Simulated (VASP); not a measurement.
An input for Ansatz (written as the equivalent of a VASP run, and not itself run):

Ansatz 0.2 input:
```yaml
crystal:
  lattice:
    - [3.5662263, 0.0000000, 0.0000000]
    - [-1.7831132, 3.0884438, 0.0000000]
    - [0.0000000, 0.0000000, 7.3466507]
  atoms:
    - { symbol: Pb, position: [0.0000000, 0.0000000, 0.0000000] }
    - { symbol: Pb, position: [0.0000000, 0.0000000, 0.5000000] }
    - { symbol: S, position: [0.3333330, 0.6666670, 0.2500000] }
    - { symbol: S, position: [0.6666670, 0.3333330, 0.7500000] }
kpoints:
  mp_grid: { grid: [10, 10, 4] }
hamiltonian:
  xc: pbesol
  pseudopotentials: { kind: paw }
scf:
  occupations: { method: methfessel_paxton, width: 0.1 }
  max_iter: 100
relax:
  max_steps: 40
  f_tol: 0.02
  cell: { p_target: 20 }
output: { forces: true, stress: true, eigenvalues: true }
```

### Question
Translate this input to VASP (INCAR, KPOINTS, POSCAR, choice of POTCAR).

### Answer
One answer among several that fit: 
**INCAR**
```
# general
SYSTEM  = PbS
PREC    = Accurate
ENCUT   = 500
LREAL   = .False.   # projection in real space or not
LASPH   = .True.

# electronic loop
EDIFF   = 1E-6
NELM    = 100   # most electronic steps
ALGO    = Normal   # blocked Davidson
LMAXMIX = 4   # l cut-off of mixed one-centre charges

# smearing
ISMEAR  = 1   # Methfessel-Paxton
SIGMA   = 0.1

# functional
GGA     = PS

# ions
IBRION  = 2   # conjugate gradients
NSW     = 40
ISIF    = 3
EDIFFG  = -0.02   # ionic stop
PSTRESS = 200   # kbar

# output
LWAVE   = .False.
LCHARG  = .False.
```

File KPOINTS:
```
Automatic
0
gamma
 10 10 4
```

### POSCAR
```
PbS
1
    3.5662263078    -0.0000000000     0.0000000000
   -1.7831131540     3.0884438464    -0.0000000000
    0.0000000000     0.0000000000     7.3466506600
Pb S
2 2
Direct
  0.0000000000   0.0000000000   0.0000000000
  0.0000000000   0.0000000000   0.5000000000
  0.3333330000   0.6666670000   0.2500000000
  0.6666670000   0.3333330000   0.7500000000
```

POTCAR, in this order: Pb_d S (PBE.64 set). Program: vasp_std.

Limits of the translation: each code has its own PAW files, so the cut-off isn't converted (ENCUT is set for VASP's; basis.ecutwfc is left out, and Ansatz then takes the one that its files recommend); Ansatz stops its SCF on the density residual and VASP on the energy change (EDIFF).

The structure was generated: PbS was put into the NiAs type type (P6_3/mmc), which need not be its known phase. This run relaxes it under an external pressure of 20 GPa. Symmetry was kept, so distortions that lower it aren't found.
